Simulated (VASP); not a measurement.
Given:

```
CELL_PARAMETERS angstrom
      0.00000     2.80605     2.80605
      2.80605     0.00000     2.80605
      2.80605     2.80605     0.00000
ATOMIC_POSITIONS crystal
  Ni 0.00000 0.00000 0.00000
  Sb 0.25000 0.25000 0.25000
```

Method: PBEsol GGA, VASP's PBE PAW potentials (set 64) (plane waves; VASP). Numerical set-up: 400 eV cut-off, 13×13×13 Γ-centred mesh, tetrahedra with Blöchl corrections, potentials Ni Sb.

Unless said otherwise, spin-orbit coupling is left out, though it shifts the bands of the heavy elements here.

Q: Predict the energy per atom (σ→0), band gap (on the k-mesh) with the smallest direct gap where there is one.

A: 
* **band gap (on the k-mesh)**: none (metal, semimetal or under 0.01 eV)
* **energy per atom (σ→0)**: -5.122 eV/atom

The absolute energy has meaning only against runs of the same code, potentials and settings.

The structure was generated: NiSb was put into the zinc blende type (F-43m), which need not be its known phase. It was relaxed first, which changed the volume by -21 %. The run is not spin-polarised, so no magnetic state was tried. The electron count is odd and the run is not spin-polarised, which forces a metal.
